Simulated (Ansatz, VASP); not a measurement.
# Cross-check of HfC between VASP and Ansatz, part 2 of 2

Aim: how closely do two programs agree when they are given the same cell, functional and k mesh? The cell is taken from a series of runs on this material, whose earlier steps may have relaxed, scaled, displaced or heated it; both programs get it as it stands.

VASP 6.6.1 and Ansatz 0.2.0.

So far: Starting point; Ansatz: zone-centre phonons, LDA.

## Step 3: VASP: zone-centre phonons, LDA

Level of this step: LDA; plane waves and PAW (C, Hf_pv) (VASP).

The same cell, functional (in two slightly different forms), mesh and smearing now go to VASP, with its own data sets.

Lines of VASP's logs that name or quote its potential files are left out, and so is its time.

Input file INCAR:

```
SYSTEM = HfC
PREC = Accurate
ENCUT = 600
EDIFF = 1E-08
NELM = 120
ISMEAR = 1
SIGMA = 0.2
LREAL = .FALSE.
ALGO = Normal
GGA = PW92
NBANDS = 13
LASPH = .TRUE.
LORBIT = 11
LWAVE = .FALSE.
LCHARG = .FALSE.
ISIF = 2
IBRION = 8
GGA_COMPAT = .FALSE.
KPAR = 2
```

Input file POSCAR:

```
HfC
1.0
   -0.0448610601      2.2626424800      2.2953894384
    2.2626424800     -0.0448610601      2.2953894384
    2.2177814199      2.2177814199      0.0000000000
C Hf
1 1
Direct
    0.0000000000      0.0000000000      0.0000000000
    0.5000000000      0.5000000000      0.5000000000
```

Input file KPOINTS:

```
Automatic mesh
0
Gamma
16 16 16
0 0 0
```

The projector-augmented-wave data sets are C and Hf_pv (LDA family, release 64).

The run is started by

```
$ mpirun -np 2 vasp_std
```

Numbers of over 12 decimals in the logs are rounded to 6 here.

The log of the run:

```text
[banner, memory and clock lines left out]
running    2 mpi-ranks, on    1 nodes
 distrk:  each k-point on    1 cores,    2 groups
 distr:  one band on    1 cores,    1 groups

 POSCAR found type information on POSCAR C Hf
 POSCAR found :  2 types and       2 ions
|                                                                             |
|               ----> ADVICE to this user running VASP <----                  |
|                                                                             |
|     You enforced a specific xc type in the INCAR file but a different       |
|     [... a line on the potential file left out ...]
|     I HOPE YOU KNOW WHAT YOU ARE DOING!                                     |
|                                                                             |

 LDA part: xc-table for (Slater(with rela. corr.)+PW92), standard interpolation
 POSCAR, INCAR and KPOINTS ok, starting setup
 FFT: planning ... GRIDC
 FFT: planning ... GRID_SOFT
 FFT: planning ... GRID
 WAVECAR not read
 entering main loop
       N       E                     dE             d eps       ncg     rms          rms(c)
DAV:   1     0.247691949662E+02    0.24769E+02   -0.86784E+03 16162   0.119E+03
DAV:   2    -0.242671488036E+02   -0.49036E+02   -0.45835E+02 20322   0.224E+02
DAV:   3    -0.259788328865E+02   -0.17117E+01   -0.17018E+01 20267   0.299E+01
DAV:   4    -0.259881473886E+02   -0.93145E-02   -0.93131E-02 18014   0.260E+00
DAV:   5    -0.259882112738E+02   -0.63885E-04   -0.63884E-04 20453   0.197E-01    0.654E+01
DAV:   6    -0.229485091538E+02    0.30397E+01   -0.13690E+01 18646   0.198E+01    0.460E+01
DAV:   7    -0.228821160359E+02    0.66393E-01   -0.58914E-01 18856   0.545E+00    0.252E+01
DAV:   8    -0.228670060173E+02    0.15110E-01   -0.50973E-02 19876   0.177E+00    0.512E+00
DAV:   9    -0.228624450500E+02    0.45610E-02   -0.22334E-02 19316   0.794E-01    0.182E+00
DAV:  10    -0.228620120775E+02    0.43297E-03   -0.15963E-03 19605   0.294E-01    0.577E-02
DAV:  11    -0.228620116652E+02    0.41234E-06   -0.69500E-05 19496   0.749E-02    0.630E-02
DAV:  12    -0.228620113708E+02    0.29438E-06   -0.15507E-06 20236   0.106E-02    0.234E-02
DAV:  13    -0.228620111518E+02    0.21897E-06   -0.57988E-07 19576   0.423E-03    0.100E-03
DAV:  14    -0.228620111535E+02   -0.16948E-08   -0.17923E-08 17328   0.113E-03
   1 F= -.22862011E+02 E0= -.22861952E+02  d E =-.176896E-03
 Linear response reoptimize wavefunctions to high precision
DAV:   1    -0.228620111535E+02    0.27285E-10   -0.69650E-10 14312   0.241E-04
 Linear response DOF=           4
 Linear response progress:
  Degree of freedom:   1/  4
       N       E                     dE             d eps       ncg     rms          rms(c)
RMM:   1    -0.124947198284E+00   -0.12495E+00    0.15376E-02 63144   0.198E+00
RMM:   2    -0.119429382754E+00    0.55178E-02   -0.37543E-03 45803   0.374E-01    0.493E-01
RMM:   3    -0.119746900393E+00   -0.31752E-03   -0.77397E-04 41938   0.159E-01    0.256E-01
RMM:   4    -0.120745218988E+00   -0.99832E-03   -0.46653E-04 42717   0.120E-01    0.401E-02
RMM:   5    -0.120739384517E+00    0.58345E-05   -0.12024E-05 47460   0.256E-02    0.115E-02
RMM:   6    -0.120739540194E+00   -0.15568E-06   -0.38281E-07 51328   0.415E-03    0.440E-03
RMM:   7    -0.120726864102E+00    0.12676E-04   -0.10169E-07 50019   0.221E-03    0.279E-03
RMM:   8    -0.120730385348E+00   -0.35212E-05   -0.12364E-08 53092   0.666E-04    0.277E-04
RMM:   9    -0.120729780716E+00    0.60463E-06    0.70709E-09 55696   0.125E-04    0.213E-04
RMM:  10    -0.120729785991E+00   -0.52750E-08   -0.92756E-09 56446   0.344E-05    0.405E-05
 first order change of Fermi-energy   0.11796E-02
 force on displaced ion       1 direction 1 :  -9.947   0.871   0.000
 Linear response progress:
  Degree of freedom:   2/  4
       N       E                     dE             d eps       ncg     rms          rms(c)
RMM:   1    -0.123240412350E+00   -0.12324E+00    0.22110E-02 35556   0.193E+00
RMM:   2    -0.118838630672E+00    0.44018E-02   -0.34149E-03 25899   0.360E-01    0.418E-01
RMM:   3    -0.119154981796E+00   -0.31635E-03   -0.71242E-04 23445   0.153E-01    0.215E-01
RMM:   4    -0.120118220352E+00   -0.96324E-03   -0.44340E-04 23817   0.117E-01    0.362E-02
RMM:   5    -0.120118006957E+00    0.21340E-06   -0.11225E-05 26711   0.245E-02    0.109E-02
RMM:   6    -0.120116815077E+00    0.11919E-05   -0.36460E-07 28589   0.406E-03    0.415E-03
RMM:   7    -0.120105748701E+00    0.11066E-04   -0.86088E-08 27903   0.200E-03    0.266E-03
RMM:   8    -0.120108214890E+00   -0.24662E-05   -0.10739E-08 29752   0.618E-04    0.281E-04
RMM:   9    -0.120107920163E+00    0.29473E-06   -0.10318E-08 30873   0.107E-04    0.201E-04
RMM:  10    -0.120107925439E+00   -0.52758E-08   -0.54308E-09 31339   0.296E-05    0.541E-05
 first order change of Fermi-energy   0.10640E-02
 force on displaced ion       1 direction 3 :   0.000   0.000  -8.133
 Linear response progress:
  Degree of freedom:   3/  4
       N       E                     dE             d eps       ncg     rms          rms(c)
RMM:   1    -0.211802183692E+00   -0.21180E+00    0.38139E+00 31594   0.118E+01
RMM:   2    -0.206739218403E+00    0.50630E-02   -0.30289E-02 44081   0.127E+00    0.581E-01
RMM:   3    -0.206066342594E+00    0.67288E-03   -0.95528E-04 55098   0.149E-01    0.245E-01
RMM:   4    -0.205588727648E+00    0.47761E-03   -0.81131E-05 59272   0.517E-02    0.145E-01
RMM:   5    -0.205191468922E+00    0.39726E-03   -0.30787E-05 60281   0.354E-02    0.145E-02
RMM:   6    -0.205189124022E+00    0.23449E-05   -0.27725E-06 59755   0.106E-02    0.735E-03
RMM:   7    -0.205197741487E+00   -0.86175E-05   -0.57260E-07 64906   0.250E-03    0.727E-03
RMM:   8    -0.205198857246E+00   -0.11158E-05   -0.44909E-06 65332   0.617E-04    0.175E-03
RMM:   9    -0.205199487093E+00   -0.62985E-06   -0.30638E-06 65686   0.305E-04    0.225E-04
RMM:  10    -0.205199813885E+00   -0.32679E-06   -0.17669E-06 64329   0.115E-04    0.105E-04
RMM:  11    -0.205199862775E+00   -0.48890E-07   -0.83739E-07 68886   0.511E-05    0.899E-05
RMM:  12    -0.205199890413E+00   -0.27638E-07   -0.42108E-07 65929   0.306E-05    0.296E-05
RMM:  13    -0.205199899553E+00   -0.91395E-08   -0.21989E-07 63247   0.226E-05    0.169E-06
RMM:  14    -0.205199898598E+00    0.95534E-09   -0.11948E-07 54022   0.189E-05    0.106E-05
RMM:  15    -0.205199899988E+00   -0.13904E-08   -0.61911E-08 50350   0.171E-05    0.998E-06
 first order change of Fermi-energy  -0.10770E-02
 force on displaced ion       2 direction 1 :  -9.945   0.871   0.000
 Linear response progress:
  Degree of freedom:   4/  4
       N       E                     dE             d eps       ncg     rms          rms(c)
RMM:   1    -0.212539798463E+00   -0.21254E+00    0.36900E+00 18219   0.117E+01
RMM:   2    -0.208356849888E+00    0.41829E-02   -0.29533E-02 24994   0.124E+00    0.520E-01
RMM:   3    -0.207744987880E+00    0.61186E-03   -0.91117E-04 30748   0.142E-01    0.206E-01
RMM:   4    -0.207313508759E+00    0.43148E-03   -0.68626E-05 33027   0.463E-02    0.130E-01
RMM:   5    -0.206921381871E+00    0.39213E-03   -0.26300E-05 33579   0.335E-02    0.131E-02
RMM:   6    -0.206916292863E+00    0.50890E-05   -0.86295E-06 33903   0.974E-03    0.546E-03
RMM:   7    -0.206927074172E+00   -0.10781E-04    0.10531E-06 35740   0.225E-03    0.593E-03
RMM:   8    -0.206928160363E+00   -0.10862E-05   -0.25827E-06 36677   0.542E-04    0.140E-03
RMM:   9    -0.206928536291E+00   -0.37593E-06   -0.15539E-06 36452   0.258E-04    0.169E-04
RMM:  10    -0.206928828415E+00   -0.29212E-06   -0.10234E-06 35981   0.101E-04    0.849E-05
RMM:  11    -0.206928879189E+00   -0.50774E-07   -0.47091E-07 38890   0.450E-05    0.712E-05
RMM:  12    -0.206928897084E+00   -0.17895E-07   -0.23403E-07 35293   0.274E-05    0.127E-05
RMM:  13    -0.206928901682E+00   -0.45979E-08   -0.10712E-07 33945   0.212E-05    0.616E-06
RMM:  14    -0.206928903507E+00   -0.18247E-08   -0.45169E-08 28807   0.184E-05    0.664E-06
 first order change of Fermi-energy  -0.80093E-03
 force on displaced ion       2 direction 3 :   0.000   0.000  -8.131
 Linear response finished
```

From OUTCAR (step 3):

```text
ion  position               nearest neighbor table
   1  0.000  0.000  0.000-   2 2.26   2 2.26   2 2.26   2 2.26   2 2.30   2 2.30
   2  0.500  0.500  0.500-   1 2.26   1 2.26   1 2.26   1 2.26   1 2.30   1 2.30

  LATTYP: Found a body centered orthorhombic cell.
 ALAT       =     3.1364165624
 B/A-ratio  =     1.0404557994
 C/A-ratio  =     1.4637018985

 Subroutine GETGRP returns: Found  8 space group operations
 (whereof  8 operations were pure point group operations)

The static configuration has the point symmetry D_2h.

 Found    621 irreducible k-points:

   k-points           NKPTS =    621   k-points in BZ     NKDIM =    621   number of bands    NBANDS=     13

   dimension x,y,z NGX =    28 NGY =   28 NGZ =   28
   dimension x,y,z NGXF=    56 NGYF=   56 NGZF=   56

   ENCUT  =  600.0 eV  44.10 Ry    6.64 a.u.   6.44  6.44  6.26*2*pi/ulx,y,z

   NELECT =      14.0000    total number of electrons

 k-points in reciprocal lattice and weights: Automatic mesh
   0.00000000  0.00000000  0.00000000       0.000
   0.06250000 -0.00000000  0.00000000       0.001
   0.12500000 -0.00000000  0.00000000       0.001
   0.18750000  0.00000000  0.00000000       0.001
   0.25000000 -0.00000000  0.00000000       0.001
   0.31250000 -0.00000000  0.00000000       0.001
   0.37500000  0.00000000  0.00000000       0.001
   0.43750000  0.00000000  0.00000000       0.001
   0.50000000 -0.00000000  0.00000000       0.000
[...]
0.25000000  0.25000000  0.50000000       0.000
  -0.25000000  0.25000000  0.50000000       0.000

 average (electrostatic) potential at core
       1 -51.3226       2 -34.8775

  Total        1.1201438      1.1201438      0.0419124      1.0524253      0.0000000      0.0000000
  in kB       76.3900617     76.3900617      2.8582830     71.7718890      0.0000000      0.0000000
  external PRESSURE =      51.8794688 kB  Pullay stress =       0.0000000 kB

  energy-cutoff  :      600.00
  volume of cell :       23.49
      direct lattice vectors                 reciprocal lattice vectors
    -0.044861060  2.262642480  2.295389438    -0.216684391  0.216684391  0.217827961
     2.262642480 -0.044861060  2.295389438     0.216684391 -0.216684391  0.217827961
     2.217781420  2.217781420  0.000000000     0.225450532  0.225450532 -0.217827961

 POSITION                                       TOTAL-FORCE (eV/Angst)
 -----------------------------------------------------------------------------------
      0.00000      0.00000      0.00000         0.000000      0.000000     -0.000000
      2.21778      2.21778      2.29539        -0.000000     -0.000000      0.000000
 -----------------------------------------------------------------------------------
    total drift:                                0.000000      0.000000      0.000000

 Eigenvectors and eigenvalues of the dynamical matrix
 ----------------------------------------------------

   1 f  =   15.327803 THz    96.307428 2PiTHz  511.280481 cm-1    63.390672 meV
             X         Y         Z           dx          dy          dz
      0.000000  0.000000  0.000000     0.684457   -0.684457    0.000000
      2.217781  2.217781  2.295389    -0.177534    0.177534    0.000000

   2 f  =   14.039500 THz    88.212783 2PiTHz  468.307324 cm-1    58.062682 meV
             X         Y         Z           dx          dy          dz
      0.000000  0.000000  0.000000    -0.684458   -0.684458    0.000000
      2.217781  2.217781  2.295389     0.177530    0.177530   -0.000000

   3 f  =   13.290267 THz    83.505209 2PiTHz  443.315580 cm-1    54.964102 meV
             X         Y         Z           dx          dy          dz
      0.000000  0.000000  0.000000    -0.000000   -0.000000   -0.967969
      2.217781  2.217781  2.295389     0.000000    0.000000    0.251069

   4 f/i=    0.000380 THz     0.002386 2PiTHz    0.012667 cm-1     0.001571 meV
             X         Y         Z           dx          dy          dz
      0.000000  0.000000  0.000000    -0.000000    0.000000   -0.251069
      2.217781  2.217781  2.295389    -0.000000    0.000000   -0.967969

   5 f/i=    0.000415 THz     0.002607 2PiTHz    0.013839 cm-1     0.001716 meV
             X         Y         Z           dx          dy          dz
      0.000000  0.000000  0.000000     0.177533   -0.177534   -0.000000
      2.217781  2.217781  2.295389     0.684456   -0.684459   -0.000000

   6 f/i=    0.000444 THz     0.002791 2PiTHz    0.014819 cm-1     0.001837 meV
             X         Y         Z           dx          dy          dz
      0.000000  0.000000  0.000000    -0.177531   -0.177530   -0.000000
      2.217781  2.217781  2.295389    -0.684460   -0.684456   -0.000000

 ELASTIC MODULI CONTR FROM IONIC RELAXATION (kBar)
 Direction    XX          YY          ZZ          XY          YZ          ZX
 --------------------------------------------------------------------------------
 XX           0.0000      0.0000      0.0000      0.0000      0.0000      0.0000
 YY           0.0000      0.0000      0.0000      0.0000      0.0000      0.0000
 ZZ           0.0000      0.0000      0.0000      0.0000      0.0000      0.0000
 XY           0.0000      0.0000      0.0000      0.0000      0.0000      0.0000
 YZ           0.0000      0.0000      0.0000      0.0000      0.0000      0.0000
 ZX           0.0000      0.0000      0.0000      0.0000      0.0000      0.0000
 --------------------------------------------------------------------------------
```

Energies printed during the response cycles are not total energies of the cell. Harder data sets than Hf_pv exist (the GW ones), and pressures, volumes and forces can shift noticeably with them.

## Step 4: Comparison

Known differences besides the potentials themselves: the data sets hold 30 valence electrons in Ansatz (on its PAW soft_1 files) and 14 in VASP; the cutoff is 420 eV in Ansatz and 600 eV in VASP; VASP's log shows a relativistic correction to its local exchange, Ansatz's none. Total energies have different zeros and are not compared.

The two programs side by side:

| quantity | Ansatz | VASP | difference |
| --- | --- | --- | --- |
| optical mode 1 (cm⁻¹) | 446.5 | 443.3 | +0.72 % |
| optical mode 2 (cm⁻¹) | 470.4 | 468.3 | +0.44 % |
| optical mode 3 (cm⁻¹) | 512.6 | 511.3 | +0.26 % |

Modes are paired by rising frequency, not by their patterns, so a pair may set unlike modes beside each other; they are those without the splitting of longitudinal modes.

## Step 5: Results

* r.m.s. difference of the optical zone-centre modes, each program's sorted by frequency (zone-centre phonons, LDA): 2.3 cm⁻¹
* difference in optical mode 1 (zone-centre phonons, LDA): +0.7 %

**Reading.** The r.m.s. difference of the optical zone-centre modes, each program's sorted by frequency is 2.3 cm⁻¹ (zone-centre phonons, LDA). The data sets hold unlike numbers of valence electrons (30 in Ansatz and 14 in VASP), so part of the differences comes from the potentials. Among the rows given in per cent, the largest difference of the zone-centre phonons, LDA pair is in optical mode 1, +0.7 %. How closely two codes agree says nothing of how well the functional describes the real material.

[Lines on the potential files, build, host, timing and source positions are cut from VASP's logs without a mark.]

[Logs are printed without paths, hosts, clocks, repeated set-up lines and the standing remarks that a program may print on its own settings, such as how far it seeks lower states.]

[Hosts, paths, dates, database ids (printed as entryN), source tags and the programs' standing remarks are cut or masked in the printed files.]
